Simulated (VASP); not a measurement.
Given:

```
HgI2
1.0
    2.33609    -3.68378     0.00000
    2.33609     3.68378     0.00000
    0.00000     0.00000    13.40402
Hg I
2 4
Cartesian
  2.33609  -1.13843   0.02065
  2.33609   1.13843   6.72266
  2.33609  -0.84977   8.50336
  2.33609   0.84977   1.80135
  2.33609   3.10966   4.92411
  2.33609  -3.10966  11.62612
```

All values below come from PBEsol GGA, VASP's PBE PAW potentials (set 64) (plane waves; VASP). Run with 400 eV cut-off, 6×6×2 Γ-centred mesh, tetrahedra with Blöchl corrections, potentials Hg I.

Without a dispersion term in the relaxation, distances and binding between the weakly bound layers, chains or molecules are unreliable, and so is what depends on them.

Problem. What does the run give for the energy per atom (σ→0)?

Solution. 
The energy per atom (σ→0) is -155.5 kJ/mol of atoms.

Only differences to runs with the same potentials and settings are physical.

The structure comes from a computed database's HgI2 entry (Cmc2_1); how it stands against other phases isn't given here. It was relaxed first, which changed the volume by -11 %.
